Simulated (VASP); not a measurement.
```
O2Si
1.0
    4.91846     0.00000     0.00000
   -2.45923     4.25951     0.00000
    0.00000     0.00000     5.43052
Si O
3 6
Cartesian
  1.30624   2.26247   5.43052
  2.30598   0.00000   1.81017
 -1.15299   1.99704   3.62035
  0.30721   1.76063   4.26231
  0.78088   3.64525   0.64196
 -1.08809   3.11314   2.45214
  1.37114   1.14637   1.16822
  2.76644   2.49888   4.78857
  3.24010   0.61426   2.97839
```

Computed with r2SCAN meta-GGA, VASP's PBE PAW potentials (set 64) (plane waves; VASP). Settings: 520 eV cut-off, 6×6×5 Γ-centred mesh, tetrahedra with Blöchl corrections, potentials Si O.

**Question.** Tabulate the total density of states (states/eV per cell) against energy (eV; zero at the valence-band maximum or, without a gap, the Fermi level).

**Answer.** 
(E (eV), DOS (states/eV)): (-9.97, 0.00); (-9.49, 0.00); (-8.89, 0.88); (-8.41, 5.29); (-7.93, 0.30); (-7.45, 2.92); (-6.85, 0.56); (-6.37, 3.21); (-5.89, 1.28); (-5.41, 11.8); (-4.81, 4.46); (-4.33, 0.00); (-3.85, 0.00); (-3.37, 0.05); (-2.77, 5.89); (-2.29, 10.8); (-1.81, 4.42); (-1.33, 6.09); (-0.73, 10.2); (-0.25, 7.26); (0.23, 0.00); (0.71, 0.00); (1.31, 0.00); (1.79, 0.00); (2.27, 0.00); (2.75, 0.00); (3.35, 0.00); (3.83, 0.00); (4.31, 0.00); (4.79, 0.00); (5.39, 0.00); (5.87, 0.00); (6.35, 0.00); (6.83, 0.06); (7.43, 0.30); (7.91, 0.49); (8.39, 0.80); (8.87, 1.23); (9.47, 1.39); (9.95, 6.21)
Within 2 eV below the valence-band maximum the largest weight inside VASP's projection spheres is O p.

The structure comes from a computed database's SiO2 entry (P3_121); how it stands against other phases isn't given here. It was relaxed first.
